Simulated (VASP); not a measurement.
Here is the system:

```xyz
2
Lattice="0.0000 3.0022 3.0022 3.0022 0.0000 3.0022 3.0022 3.0022 0.0000" Properties=species:S:1:pos:R:3 pbc="T T T"
Cr     0.0000     0.0000     0.0000
Al     1.5011     1.5011     1.5011
```
Starting moments (μB, in the order of the record's atoms Cr Al): 3.0 0.0.

These are PBE GGA, VASP's PBE PAW potentials (set 64) (plane waves; VASP) values and carry that method's errors. Settings: 400 eV cut-off, 10×10×10 Γ-centred mesh, first-order Methfessel-Paxton smearing of 0.10 eV, potentials Cr_pv Al.

Energy and stress use the plane-wave basis of the starting cell. The moments were started parallel, and other spin orders were not tried in this run.

Question: The ions, cell shape and volume are relaxed. Predict the relaxed structure.

Answer: 
```xyz
2
Lattice="0.0000 2.9782 2.9782 2.9782 0.0000 2.9782 2.9782 2.9782 0.0000" Properties=species:S:1:pos:R:3 pbc="T T T"
Cr     0.0000     0.0000     0.0000
Al     1.4891     1.4891     1.4891
```
Space group F-43m (216), at a tolerance of 0.03 Å. The cell ends with 4.24 μB, on the sites 3.74 0.00 μB.

Question: How do energy and volume change from the first to the last step?

Answer: The energy (σ→0) changes by -1.5 meV/atom and the volume by -2.4 %, in 4 ionic steps.

```csv
step,E(σ→0) (eV),max force (eV/Å),pressure (GPa),volume (Å³)
1,-10.2789,0.000,-0.76,54.12
2,-10.2818,0.000,-0.19,53.12
3,-10.2820,0.000,0.06,52.74
4,-10.2820,0.000,-0.03,52.83
```

The structure was generated: CrAl was put into the zinc blende type (F-43m), which need not be its known phase. This run relaxes it. Symmetry was kept, so distortions that lower it aren't found.
